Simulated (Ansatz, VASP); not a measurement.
# ZnS: VASP beside Ansatz, part 2 of 2

Wanted: the spread between two codes on one cell, functional and k mesh. The cell is taken from a series of runs on this material, whose earlier steps may have relaxed, scaled, displaced or heated it; both programs get it as it stands.

VASP 6.6.1 and Ansatz 0.2.0.

So far: Set-up; VASP: relaxation of cell and atoms, PBE; Ansatz: relaxation of cell and atoms, PBE; Differences.

### 5. VASP: zone-centre phonons, PBE, pair 2

Level of this step: PBE; plane waves and PAW (Zn, S) (VASP).

Second derivatives magnify differences that forces hide, and they need a tight electronic threshold.

The input, INCAR:

```
SYSTEM = ZnS
PREC = Accurate
ENCUT = 500
EDIFF = 1E-08
NELM = 120
ISMEAR = 0
SIGMA = 0.01
LREAL = .FALSE.
ALGO = Normal
GGA = PE
NBANDS = 15
LORBIT = 11
LWAVE = .FALSE.
LCHARG = .FALSE.
ISIF = 2
IBRION = 8
LEPSILON = .TRUE.
LASPH = .TRUE.
GGA_COMPAT = .FALSE.
EFERMI = MIDGAP
KPAR = 2
```

The input, POSCAR:

```
ZnS
1.0
    0.0000000000      2.7217991408      2.7217991408
    2.7217991408      0.0000000000      2.7217991408
    2.7217991408      2.7217991408      0.0000000000
Zn S
1 1
Direct
    0.2500000000      0.2500000000      0.2500000000
    0.0000000000      0.0000000000      0.0000000000
```

The input, KPOINTS:

```
Automatic mesh
0
Gamma
12 12 12
0 0 0
```

The projector-augmented-wave data sets are Zn and S (PBE family, release 64).

On the command line:

```console
> mpirun -np 2 vasp_std
```

Numbers of over 12 decimals in the logs are rounded to 6 here.

Output:

```text
[... set-up lines as in an earlier step ...]
 entering main loop
       N       E                     dE             d eps       ncg     rms          rms(c)
DAV:   1     0.818331147534E+02    0.81833E+02   -0.84446E+03  2160   0.137E+03
DAV:   2    -0.182632518640E+01   -0.83659E+02   -0.78736E+02  2412   0.262E+02
DAV:   3    -0.722243696707E+01   -0.53961E+01   -0.53657E+01  2699   0.635E+01
DAV:   4    -0.727872471352E+01   -0.56288E-01   -0.56272E-01  2601   0.680E+00
[...]
DAV:  14    -0.685239024232E+01    0.20837E-07   -0.81364E-08  2790   0.236E-03    0.105E-03
DAV:  15    -0.685239025790E+01   -0.15577E-07   -0.25481E-09  1577   0.855E-04    0.344E-04
DAV:  16    -0.685239026677E+01   -0.88767E-08   -0.23567E-09  1304   0.981E-04
   1 F= -.68523903E+01 E0= -.68523903E+01  d E =0.000000E+00
 Linear response reoptimize wavefunctions to high precision
DAV:   1    -0.685239026672E+01    0.50932E-10   -0.12084E-09  1815   0.295E-04
DAV:   2    -0.685239026669E+01    0.32742E-10   -0.80859E-11  1192   0.769E-05
 Linear response G [H, r] |phi>, progress :
  Direction:   1
[...]
RMM:  12    -0.209050720738E+00    0.45587E-09    0.31872E-10 10868   0.204E-06    0.317E-07
 first order change of Fermi-energy   0.30522E+00
 force on displaced ion       1 direction 1 :  -5.308  -0.000  -0.000
 Born effective charge ion    1 direction 1 :   2.035   0.000   0.000
 Linear response progress:
  Degree of freedom:   2/  2
       N       E                     dE             d eps       ncg     rms          rms(c)
RMM:   1    -0.107052259129E+00   -0.10705E+00    0.50261E-02 20931   0.219E+00
RMM:   2    -0.104797694258E+00    0.22546E-02   -0.46208E-03 13605   0.621E-01    0.159E-01
RMM:   3    -0.105261894661E+00   -0.46420E-03   -0.27723E-04 14497   0.132E-01    0.795E-02
RMM:   4    -0.105764402494E+00   -0.50251E-03   -0.55095E-05 14764   0.493E-02    0.160E-02
[...]
RMM:  10    -0.105800998262E+00   -0.30078E-06    0.34851E-09 15514   0.474E-05    0.133E-05
RMM:  11    -0.105801073589E+00   -0.75327E-07    0.57345E-09 15505   0.188E-05    0.848E-06
RMM:  12    -0.105801064921E+00    0.86681E-08    0.88119E-09 14139   0.475E-06    0.696E-07
 first order change of Fermi-energy  -0.30497E+00
 force on displaced ion       2 direction 1 :  -5.386   0.000   0.000
 Born effective charge ion    2 direction 1 :  -2.035   0.000   0.000
 Born effective charges drift removed
 Linear response finished
```

From OUTCAR (step 5):

```text
  Total        0.0346004      0.0346004      0.0346004      0.0000000      0.0000000      0.0000000
  in kB        1.3746554      1.3746554      1.3746554      0.0000000      0.0000000      0.0000000
  external PRESSURE =       1.3746554 kB  Pullay stress =       0.0000000 kB

 POSITION                                       TOTAL-FORCE (eV/Angst)
 -----------------------------------------------------------------------------------
      1.36090      1.36090      1.36090         0.000000      0.000000      0.000000
      0.00000      0.00000      0.00000        -0.000000     -0.000000     -0.000000
 -----------------------------------------------------------------------------------
    total drift:                               -0.000000     -0.000000     -0.000000

 MACROSCOPIC STATIC DIELECTRIC TENSOR (including local field effects in DFT)
 ------------------------------------------------------
           5.928142     0.000000    -0.000000
           0.000000     5.928142     0.000000
           0.000000     0.000000     5.928142
 ------------------------------------------------------

 MACROSCOPIC STATIC DIELECTRIC TENSOR IONIC CONTRIBUTION
 ------------------------------------------------------
           3.475680     0.000000     0.000000
           0.000000     3.475680    -0.000000
           0.000000    -0.000000     3.475680
 ------------------------------------------------------

[... 1 part as in an earlier step ...]

[... 1 further part left out ...]
```

Energies printed during the response cycles are not total energies of the cell. The dielectric response converges more slowly with the mesh than energies do, so tensor and charges may still move on a finer one.

### 6. Ansatz: zone-centre phonons, PBE, pair 2

The same cell, functional and mesh now go to Ansatz.

The cell is taken from a series of runs on this material, whose earlier steps may have relaxed, scaled, displaced or heated it; both programs get it as it stands.

The input, input.yaml:

```yaml
crystal:
  lattice:
    - [0.0, 2.7217991408, 2.7217991408]
    - [2.7217991408, 0.0, 2.7217991408]
    - [2.7217991408, 2.7217991408, 0.0]
  atoms:
    - { symbol: Zn, position: [0.25, 0.25, 0.25] }
    - { symbol: S, position: [0.0, 0.0, 0.0] }
kpoints:
  mp_grid: { grid: [12, 12, 12] }
hamiltonian:
  xc: pbe
scf:
  occupations: { method: fixed }
output:
  eigenvalues: true
phonons:
  method: dfpt
  qmesh: [2, 2, 2]
  temperatures: { t_max: 1000, t_step: 50 }
  qpath:
    path:
      - [[0.0, 0.0, 0.0], [-0.5, -0.5, 0.0], [-0.375, -0.375, 0.25]]
      - [[-0.375, 0.0, 0.375], [0.0, 0.0, 0.0], [0.0, 0.0, 0.5], [-0.5, -0.25, 0.25], [-0.5, -0.5, 0.0]]
    npoints: 10
basis:
  ecutwfc: 360
```

On the command line:

```console
> ansatz run input.yaml --threads 4 --pin off --max-ram 7168MiB --backend cpu --events-out ev --progress --plain --runs-dir out
```

Output:

```text
Warning: basis.ecutwfc = 360 eV is below the records' recommended 420 eV, and the density's cutoff is lower with it unless basis.ecutrho_ratio is high enough to keep the records' density cutoff: compare with a run at a higher cutoff
[...]
largest difference from the sums on the solved wave vectors: F 6.02e-2 eV, S 9.26e-5 and C_V 3.22e-5 eV/K
  zero-point energy: 0.075451 eV/cell   skipped modes (ω ≤ 0): 3   left out of the sums: 6.25e-5 of the cell's modes: C_V's classical limit lies that fraction below 3 k_B per atom; for a crystal, a wire or a layer, F and S can be off by more, and a phonons.interpolated_qmesh denser along its periods is the remedy for the sampling
[key lines of the parts left out:]
SCF converged after 8 iterations
Free energy (F): -4222.727574 eV
Fermi energy:    5.507402 eV
```

### 7. Differences

What differs besides the data sets and the points named for the pairs above, as far as they apply: VASP's run holds the zone centre alone; the cutoff is 360 eV in Ansatz and 500 eV in VASP; Ansatz's log warns that its cutoff lies below the recommended one. Total energies have different zeros and are not compared.

Compared:

```tsv
quantity	Ansatz	VASP	difference
ε∞ xx	5.94	5.93	+0.25 %
ε∞ yy	5.94	5.93	+0.25 %
ε∞ zz	5.94	5.93	+0.25 %
Born charge of Zn1 (mean of the diagonal) (e)	2.02	2.04	-0.01
Born charge of S2 (mean of the diagonal) (e)	-2.02	-2.04	+0.01
optical mode 1 to 3 (cm⁻¹)	260.2	260.3	-0.02 %
```

Modes are paired by rising frequency, not by their patterns, so a pair may set unlike modes beside each other; they are those without the splitting of longitudinal modes.

### 8. VASP: zone-centre phonons, PBE, pair 3

Second derivatives magnify differences that forces hide, and they need a tight electronic threshold.

INCAR is that of step 5.

POSCAR is that of step 5.

KPOINTS is that of step 5.

On the command line:

```console
> mpirun -np 2 vasp_std
```

Output:

```text
[... set-up lines as in an earlier step ...]
 entering main loop
       N       E                     dE             d eps       ncg     rms          rms(c)
[... 16 cycles as in an earlier step ...]
   1 F= -.68523903E+01 E0= -.68523903E+01  d E =0.000000E+00
 Linear response reoptimize wavefunctions to high precision
[... 2 cycles as in an earlier step ...]
 Linear response G [H, r] |phi>, progress :
  Direction:   1
       N       E                     dE             d eps       ncg     rms
[... 15 cycles as in an earlier step ...]
 Linear response G [H, r] |phi>, progress :
  Direction:   2
       N       E                     dE             d eps       ncg     rms
[... 15 cycles as in an earlier step ...]
 Linear response G [H, r] |phi>, progress :
  Direction:   3
[...]
[... 5 cycles as in an earlier step ...]
 change of polarisation eV/A/(eV/A) component  1 :     1.347     0.596     0.146
 dielectric tensor                  component  1 :     7.042     2.676     0.654
 Linear response to external field (no local field effect), progress :
  Direction:   2
[...]
dielectric tensor                  component  2 :     0.774     5.928     0.496
 Linear response to external field, progress :
  Direction:   3
       N       E                     dE             d eps       ncg     rms          rms(c)
[... 13 cycles as in an earlier step ...]
 change of polarisation eV/A/(eV/A) component  3 :     0.143     0.193     1.098
 dielectric tensor                  component  3 :     0.640     0.865     5.928
 Linear response DOF=           2
 Linear response progress:
  Degree of freedom:   1/  2
       N       E                     dE             d eps       ncg     rms          rms(c)
[... 12 cycles as in an earlier step ...]
 first order change of Fermi-energy   0.30522E+00
 force on displaced ion       1 direction 1 :  -5.308  -0.000  -0.000
 Born effective charge ion    1 direction 1 :   2.035   0.000   0.000
 Linear response progress:
  Degree of freedom:   2/  2
       N       E                     dE             d eps       ncg     rms          rms(c)
[... 12 cycles as in an earlier step ...]
 first order change of Fermi-energy  -0.30497E+00
 force on displaced ion       2 direction 1 :  -5.386   0.000   0.000
 Born effective charge ion    2 direction 1 :  -2.035   0.000   0.000
 Born effective charges drift removed
 Linear response finished
```

From OUTCAR (step 8):

```text
[... 6 parts as in an earlier step ...]
```

### 9. Ansatz: zone-centre phonons, PBE, pair 3

The same cell, functional and mesh now go to Ansatz, which takes its cutoff from its data sets.

The cell is taken from a series of runs on this material, whose earlier steps may have relaxed, scaled, displaced or heated it; both programs get it as it stands.

input.yaml, the sections that differ from step 6:

```yaml
phonons:
  method: dfpt
  dielectric: true
  rigid_motions: translations
# crystal, kpoints, hamiltonian, scf, output: as in step 6
# basis: removed
```

On the command line:

```console
> ansatz run input.yaml --threads 4 --pin off --max-ram 7168MiB --backend cpu --events-out ev --progress --plain --runs-dir out
```

Output:

```text
[...]
Crystal: 2 atoms, lattice volume = 40.327 Å³
Basis set: ecut = 420 eV, 749 PW (Γ), exchange–correlation on 54×54×54 points (8 copies of the dense FFT grid, shifted against one another)
Bands: 13, of which v1, the nominal top of the filled ones, is band 9 counted from 1 (8 counted from 0)
Symmetry: 24 space group operations
k-points: 280 of 1728 (irreducible under 4 space group operations, time reversal used)
[...]
optical modes at Γ + LO–TO along q̂ = [1.0000, 0.0000, 0.0000]:
      ω (cm⁻¹)  modes    IR ((D/Å)²/amu)
[...]
optical modes at Γ + LO–TO along q̂ = [0.0000, 1.0000, 0.0000]:
      ω (cm⁻¹)  modes    IR ((D/Å)²/amu)
        260.02      2             8.7837
        326.59      1             4.3919
  optical modes at Γ + LO–TO along q̂ = [0.0000, 0.0000, 1.0000]:
      ω (cm⁻¹)  modes    IR ((D/Å)²/amu)
        260.02      2             8.7837
        326.59      1             4.3919
[key lines of the parts left out:]
SCF converged after 7 iterations
Free energy (F): -4222.734460 eV
Fermi energy:    5.505233 eV
```

### 10. Side by side

What differs besides the data sets and the points named for the pairs above, as far as they apply: VASP's response is taken on the typed mesh, Ansatz refines its own for the field response alone. Total energies have different zeros and are not compared.

Compared:

```tsv
quantity	Ansatz	VASP	difference
ε∞ xx	5.95	5.93	+0.33 %
ε∞ yy	5.95	5.93	+0.33 %
ε∞ zz	5.95	5.93	+0.33 %
Born charge of Zn1 (mean of the diagonal) (e)	2.02	2.04	-0.01
Born charge of S2 (mean of the diagonal) (e)	-2.02	-2.04	+0.01
optical mode 1 to 3 (cm⁻¹)	260.0	260.3	-0.10 %
```

Modes are paired by rising frequency, not by their patterns, so a pair may set unlike modes beside each other; they are those without the splitting of longitudinal modes.

### 11. Results

| Item | Value |
| --- | --- |
| difference in volume (relaxation of cell and atoms, PBE) | -0.19 % |
| r.m.s. difference of the optical zone-centre modes, each program's sorted by frequency (zone-centre phonons, PBE, pair 2) | 0.060 cm⁻¹ |
| r.m.s. difference of the optical zone-centre modes, each program's sorted by frequency (zone-centre phonons, PBE, pair 3) | 0.27 cm⁻¹ |

What this shows: The difference in volume is -0.19 % (relaxation of cell and atoms, PBE), within the 1.2 % picked in this series as the mark of a large difference, as far as the stopping tolerances let one tell. 1 further run of this series is not shown here. Such differences can come from data sets, numerical settings and the points named under the comparisons, not from the functional's error against experiment.

[Lines on the potential files, build, host, timing and source positions are cut from VASP's logs without a mark.]

[Logs are printed without paths, hosts, clocks, repeated set-up lines and the standing remarks that a program may print on its own settings, such as how far it seeks lower states.]

[Hosts, paths, dates, database ids (printed as entryN), source tags and the programs' standing remarks are cut or masked in the printed files.]
